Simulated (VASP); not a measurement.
# BaY (Pm-3m) in VASP: further runs

The runs below take BaY through relaxation of cell and atoms, relaxation of the atoms, with PBE, PBE+D3+U.

All numbers are computed with VASP 6.6.1; they aren't measurements. Logs are shortened: lines on timing, memory, paths and dates and some standing lists are left out, and cuts for length are marked.

## 1. Starting point

The structure is cubic, space group Pm-3m (No. 221). The conventional cell has a = 4.420 Å, b = 4.420 Å, c = 4.420 Å, α = 90.00°, β = 90.00°, γ = 90.00°. Around Ba (site symmetry m-3m) lie 8 Y at 3.83 Å. Y (site symmetry m-3m) is surrounded by 8 Ba at 3.83 Å.

The cell was built by a generator and needn't be a form met in nature.

## 2. Relaxation of cell and atoms, PBE

Contents of INCAR:

```
ALGO = Fast ; EDIFF = 1E-6
EDIFFG = -0.01 ; ENCUT = 600
GGA = PE ; IBRION = 2
ISIF = 3 ; ISMEAR = 1
LASPH = True ; LCHARG = False
LREAL = False ; LWAVE = False
NELM = 100 ; NSW = 60
PREC = Accurate ; SIGMA = 0.2
```

Contents of KPOINTS:

```
k-points
0
Gamma
  6 6 6
```

Contents of POSCAR:

```
BaY
1.0
    4.4203700000      0.0000000000      0.0000000000
    0.0000000000      4.4203700000      0.0000000000
    0.0000000000      0.0000000000      4.4203700000
Ba Y
1 1
Direct
    0.0000000000      0.0000000000      0.0000000000
    0.5000000000      0.5000000000      0.5000000000
```

Potentials or basis: VASP PAW PBE potentials, release 64 (Ba_sv, Y_sv).

Command:

```bash
$ cat potpaw_PBE.64/Ba_sv/POTCAR potpaw_PBE.64/Y_sv/POTCAR > POTCAR
$ mpirun -np 1 vasp_std > vasp.out
```

OUTCAR:

```text
EDIFF = 1E-6
   EDIFFG = -0.01
   ENCUT = 600
   GGA = PE
   IBRION = 2
   ISIF = 3
   ISMEAR = 1
   LASPH = True
   LREAL = False
   NELM = 100
   NSW = 60
   PREC = Accurate

 ion  position               nearest neighbor table
   1  0.000  0.000  0.000-   2 3.83   2 3.83   2 3.83   2 3.83   2 3.83   2 3.83   2 3.83   2 3.83

   2  0.500  0.500  0.500-   1 3.83   1 3.83   1 3.83   1 3.83   1 3.83   1 3.83   1 3.83   1 3.83

  LATTYP: Found a simple cubic cell.
 ALAT       =     4.4203700000

  Lattice vectors:

 A1 = (   4.4203700000,   0.0000000000,   0.0000000000)
 A2 = (   0.0000000000,   4.4203700000,   0.0000000000)
 A3 = (   0.0000000000,   0.0000000000,   4.4203700000)

Analysis of symmetry for initial positions (statically):
=====================================================================
 Subroutine PRICEL returns:
 Original cell was already a primitive cell.

 Routine SETGRP: Setting up the symmetry group for a
 simple cubic supercell.

 Subroutine GETGRP returns: Found 48 space group operations
 (whereof 48 operations were pure point group operations)
 out of a pool of 48 trial point group operations.

The static configuration has the point symmetry O_h .

Analysis of symmetry for dynamics (positions and initial velocities):
=====================================================================
 Subroutine PRICEL returns:
 Original cell was already a primitive cell.

 Routine SETGRP: Setting up the symmetry group for a
 simple cubic supercell.

 Subroutine GETGRP returns: Found 48 space group operations
 (whereof 48 operations were pure point group operations)
 out of a pool of 48 trial point group operations.

The dynamic configuration has the point symmetry O_h .

 Subroutine INISYM returns: Found 48 space group operations
 (whereof 48 operations are pure point group operations),
 and found     1 'primitive' translations

----------------------------------------------------------------------------------------

                                     Primitive cell

  volume of cell :      86.3726

  direct lattice vectors                    reciprocal lattice vectors
     4.420370000  0.000000000  0.000000000     0.226225406  0.000000000  0.000000000
     0.000000000  4.420370000  0.000000000     0.000000000  0.226225406  0.000000000
     0.000000000  0.000000000  4.420370000     0.000000000  0.000000000  0.226225406

  length of vectors
     4.420370000  4.420370000  4.420370000     0.226225406  0.226225406  0.226225406

[... 89 lines left out ...]
   EFERMI =   0.00;   METHOD = LEGACY
   ISMEAR =     1;   SIGMA  =   0.20  broadening in eV -4-tet -1-fermi 0-gaus
   EFERMI_NEDOS =   21; number of points for ismear=-14 and -15
   IALGO  =     68    algorithm
   IMIX   =      4    mixing-type and parameters
     AMIX     =   0.40;   BMIX     =  1.00
     AMIX_MAG =   1.60;   BMIX_MAG =  1.00
  volume/ion in A,a.u.               =      43.19       291.44
  Fermi-wavevector in a.u.,A,eV,Ry     =   1.021777  1.930878 14.204857  1.044028
  Thomas-Fermi vector in A             =   2.155420
   LORBIT       =      0    0 simple, 1 ext, 2 COOP (PROOUT), +10 PAW based schemes
   GGA     = PE    functional components
   LHFCALC =     F    Hartree Fock is set to
   AEXX    =    0.0000 exact exchange contribution
   IVDW    =     0    specifies the selected vdW correction
   LEPSILON=     F    determine dielectric tensor
   LRPA    =     F    only Hartree local field effects (RPA)
 conjugate gradient relaxation of ions
 non-spin polarized calculation
 RMM-DIIS sequential band-by-band and
 Methfessel and Paxton  Order N= 1 SIGMA  =   0.20
  energy-cutoff  :      600.00
  volume of cell :       86.37
 maximum number of plane-waves:      2904
 NGX is ok and might be reduce to    36
   NGX = 17   NGY = 17   NGZ = 17

 number of electron      21.0000000 magnetization

 Free energy of the ion-electron system (eV)
  ---------------------------------------------------
  ext. energy  EPLUGINS =         0.00000000
  ---------------------------------------------------
  free energy    TOTEN  =        -7.66214352 eV

  energy without entropy =       -7.66350660  energy(sigma->0) =       -7.66259788

 E-fermi :   2.4900     XC(G=0):  -8.5702

 val. band max:        2.4685068350   @ k =   0.5000   0.3333   0.3333
 cond. band min:       2.6229350470   @ k =   0.5000   0.1667   0.0000
 fundamental gap:      0.1544282120
 Fermi energy:         2.4900426025

 k-point     1 :       0.0000    0.0000    0.0000
  band No.  band energies     occupation
      1     -41.1799      2.00000
      2     -25.4656      2.00000
      3     -21.1066      2.00000
      4     -21.1066      2.00000
      5     -21.1066      2.00000
      6     -10.6010      2.00000
      7     -10.6010      2.00000
      8     -10.6010      2.00000
      9      -1.1639      2.00000
     10       1.4271      2.00000
     11       1.4271      2.00000
     12       4.0298     -0.00000
     13       4.0298     -0.00000
     14       4.0298     -0.00000
[... 309 lines left out ...]
      1     -41.1765      2.00000
      2     -25.4149      2.00000
      3     -21.1325      2.00000
      4     -21.1325      2.00000
      5     -21.1325      2.00000
      6     -10.8539      2.00000
      7     -10.8539      2.00000
      8     -10.8539      2.00000
      9       2.3409      1.94972
     10       2.3409      1.94972
     11       2.3409      1.94972
     12       3.1361     -0.00005
     13       3.1361     -0.00005
     14       3.1361     -0.00005

------------------------ aborting loop because EDIFF is reached ----------------------------------------

  FORCE on cell =-STRESS in cart. coord.  units (eV):
  Direction    XX          YY          ZZ          XY          YZ          ZX
  --------------------------------------------------------------------------------------
  -------------------------------------------------------------------------------------
  Total        0.0097957      0.0097957      0.0097957     -0.0000000      0.0000000     -0.0000000
  in kB        0.1817059      0.1817059      0.1817059     -0.0000000      0.0000000     -0.0000000
  external PRESSURE =       0.1817059 kB  Pullay stress =       0.0000000 kB

 VOLUME and BASIS-vectors are now :
 -----------------------------------------------------------------------------
  energy-cutoff  :      600.00
  volume of cell :       86.37
      direct lattice vectors                 reciprocal lattice vectors
     4.420370000  0.000000000  0.000000000     0.226225406  0.000000000  0.000000000
     0.000000000  4.420370000  0.000000000     0.000000000  0.226225406  0.000000000
     0.000000000  0.000000000  4.420370000     0.000000000  0.000000000  0.226225406

 POSITION                                       TOTAL-FORCE (eV/Angst)
 -----------------------------------------------------------------------------------
      0.00000      0.00000      0.00000         0.000000      0.000000      0.000000
      2.21019      2.21019      2.21019         0.000000      0.000000      0.000000
 -----------------------------------------------------------------------------------
    total drift:                                0.000000      0.000000      0.000000

  FREE ENERGIE OF THE ION-ELECTRON SYSTEM (eV)
  ---------------------------------------------------
  free  energy   TOTEN  =        -7.6621435172 eV

  energy  without entropy=       -7.6635065989  energy(sigma->0) =       -7.66259788

 reached required accuracy - stopping structural energy minimisation
```

CONTCAR:

```text
BaY
   1.00000000000000
     4.4203700000000001    0.0000000000000000    0.0000000000000000
     0.0000000000000000    4.4203700000000001    0.0000000000000000
     0.0000000000000000    0.0000000000000000    4.4203700000000001
  Ba              Y
     1     1
Direct
     0.0000000000000000    0.0000000000000000    0.0000000000000000
     0.5000000000000000    0.5000000000000000    0.5000000000000000

  0.00000000E+00  0.00000000E+00  0.00000000E+00
  0.00000000E+00  0.00000000E+00  0.00000000E+00
```

It took 2 min on 1 thread of Intel Xeon 6975P-C (Granite Rapids), shared host; peak memory 0.23 GiB.

Results:

* Free energy: -7.6621 eV
* Pressure after relaxing: 0.0 GPa
* Band gap on the k mesh: none (metal or under the smearing width)

Final structure:
```cif
data_structure
_symmetry_space_group_name_H-M 'P 1'
_symmetry_Int_Tables_number 1
_cell_length_a 4.4204
_cell_length_b 4.4204
_cell_length_c 4.4204
_cell_angle_alpha 90.000
_cell_angle_beta 90.000
_cell_angle_gamma 90.000
_cell_volume 86.37
loop_
_atom_site_label
_atom_site_type_symbol
_atom_site_fract_x
_atom_site_fract_y
_atom_site_fract_z
_atom_site_occupancy
Ba1 Ba 0.00000 0.00000 0.00000 1
Y1 Y 0.50000 0.50000 0.50000 1
```

Caveat: the relaxation stopped at its first step, so nothing moved. The run has no spin-orbit coupling, so splittings on Ba are missing.

## 3. Relaxation of the atoms, PBE+D3+U (cell strained at random at fixed volume)

Contents of run.py:

```python
from ase import Atoms
from ase.calculators.vasp import Vasp
from ase.optimize import BFGS

atoms = Atoms(
    ['Ba', 'Y'],
    cell=[[4.422223, 0.004651, -0.058841], [0.004651, 4.418257, 0.034609], [-0.058841, 0.034609, 4.42169]],
    scaled_positions=[[0.0, 0.0, 0.0], [0.5, 0.5, 0.5]],
    pbc=True,
)
calc = Vasp(
    directory='calc',
    xc='pbe',
    pp='PBE',
    setups='minimal',
    prec='Accurate',
    encut=600,
    ediff=1e-06,
    ismear=-1,
    sigma=0.02,
    lreal=False,
    lasph=True,
    nelm=100,
    algo='Fast',
    isif=2,
    lwave=True,
    lcharg=False,
    lmaxmix=4,
    ldautype=2,
    ldauprint=1,
    ivdw=11,
    ldau_luj={'Y': {'L': 2, 'U': 7, 'J': 0}},
    kpts=[5, 5, 5],
    gamma=True,
)
atoms.calc = calc
opt = BFGS(atoms, trajectory='relax.traj')
converged = opt.run(fmax=0.02, steps=40)
print('converged:', converged)

print('energy (eV):', atoms.get_potential_energy())
print('free energy (eV):', atoms.get_potential_energy(force_consistent=True))
print('forces (eV/A):')
print(atoms.get_forces())
print('stress (eV/A^3, Voigt):', atoms.get_stress())
print('Fermi level (eV):', calc.get_fermi_level())
print('cell (A, degrees):', atoms.cell.cellpar())
print('volume (A^3):', atoms.get_volume())
print('scaled positions:')
print(atoms.get_scaled_positions())
```

Potentials or basis: VASP PAW PBE potentials, release 64 (Ba_sv, Y_sv).

Command:

```bash
$ python run.py
```

It took 4.2 min on 1 thread of Intel Xeon 6975P-C (Granite Rapids), shared host; peak memory 0.32 GiB.

The run converged. Its results:

- Free energy: -6.1719 eV
- Pressure after relaxing: 2.5 GPa
- Band gap on the k mesh: none (metal or under the smearing width)
- Dispersion energy per atom: -0.192 eV

Stress tensor (GPa, compression positive):
```
 2.52 -0.08  0.71
-0.08  2.56 -0.43
 0.71 -0.43  2.51
```

Final structure:
```
CELL_PARAMETERS angstrom
4.42222 0.00465 -0.05884
0.00465 4.41826 0.03461
-0.05884 0.03461 4.42169
ATOMIC_POSITIONS crystal
Ba 0.00000 0.00000 0.00000
Y 0.50000 0.50000 0.50000
```

Levels at points of the mesh, in eV from the Fermi level:
| k point | band 8 | band 9 | band 10 | band 11 | band 12 | band 13 |
| --- | --- | --- | --- | --- | --- | --- |
| (0.00, 0.00, 0.00) | -13.09 | -4.21 | -0.91 | -0.91 | 2.21 | 2.35 |

Eigenvalues of the final occupation matrices:
```
    site  spin  trace               eigenvalues
site 2 d     1   0.20  0.01 0.01 0.02 0.08 0.08
site 2 d     2   0.20  0.01 0.01 0.02 0.08 0.08
```

Caveat: the relaxation stopped at its first step, so nothing moved; U without spin polarisation on a metal has little footing; pairwise dispersion overbinds metals, which lowers pressure and volume; the U is typed as a test and isn't derived for this compound.

## 4. The reference run

An earlier run on the cell as given: functional PBE; potentials or basis VASP PAW PBE potentials, release 64 (Ba_sv, Y_sv); cutoff 520 eV; k mesh 6 × 6 × 6; occupations fermi-dirac, width 0.05 eV; no spin polarisation.

- Pressure: 0.0 GPa
- Band gap on the k mesh: none (metal or under the smearing width)

## 5. Overview

| task | level | U | cell | k mesh | cutoff (eV) | smearing | optimiser | other keys | gap on the mesh (eV) | pressure (GPa) |
| --- | --- | --- | --- | --- | --- | --- | --- | --- | --- | --- |
| relaxation of cell and atoms | PBE | - | relaxed | 6 × 6 × 6 | 600 | methfessel-paxton 0.2 eV | - | - | none | 0.0 |
| relaxation of the atoms | PBE+D3+U | Y d U = 7 eV | atoms relaxed from: cell strained at random at fixed volume | 5 × 5 × 5 | 600 | fermi-dirac 0.02 eV | BFGS | ENCUT = 600 | none | 2.5 |
| single point | PBE | - | as given | 6 × 6 × 6 | 520 | fermi-dirac 0.05 eV | - | - | none | 0.0 |

Alike in all rows: potentials or basis VASP PAW PBE potentials, release 64 (Ba_sv, Y_sv); no spin polarisation.

Caveats: the relaxation stopped at its first step, so nothing moved (some runs); U without spin polarisation on a metal has little footing (some runs); pairwise dispersion overbinds metals, which lowers pressure and volume (some runs); the U is typed as a test and isn't derived for this compound (some runs).

Absolute energies hang on the potentials; compare differences alone.
